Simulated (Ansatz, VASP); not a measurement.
# Two plane-wave programs on ScAl2Sb2As

```
Sc Al Sb As
1.0
     5.36116    0.00000    0.00000
    -2.68058    4.64290    0.00000
     0.00000    0.00000    5.61863
Sc Al Sb As
1 2 2 1
Direct
  0.00000 0.00000 0.00000
  0.33333 0.66667 0.00000
  0.66667 0.33333 0.00000
  0.33333 0.66667 0.50000
  0.66667 0.33333 0.50000
  0.00000 0.00000 0.50000
```

Alike in both runs: functional PBE; k mesh 6 × 6 × 4; occupations gaussian, width 0.1 eV; no spin polarisation.

Ansatz relaxed the structure, and its values are those at the end. VASP's run is a single point on that final structure, the one shown.

|  | VASP | Ansatz |
| --- | --- | --- |
| version | VASP 6.6.1 | Ansatz 0.2.0 |
| potentials or method | VASP PAW PBE potentials, release 64 (Sc_sv, Al, Sb, As) | scalar-relativistic, plane waves, PAW |
| plane-wave cutoff (eV) | 520 | 420 |
| valence electrons in the cell | 32 | 62 |

```csv
,VASP,Ansatz,Ansatz less VASP
gap on the k mesh at the Fermi level (eV),none,none,-
pressure (GPa),0.1,0.1,-0.05
```

A gap of «none» marks a metal or a gap that the smearing closes. The two sets of potentials don't hold the same shells in valence.

Spin-orbit coupling is left out, which matters for the levels of Sb.
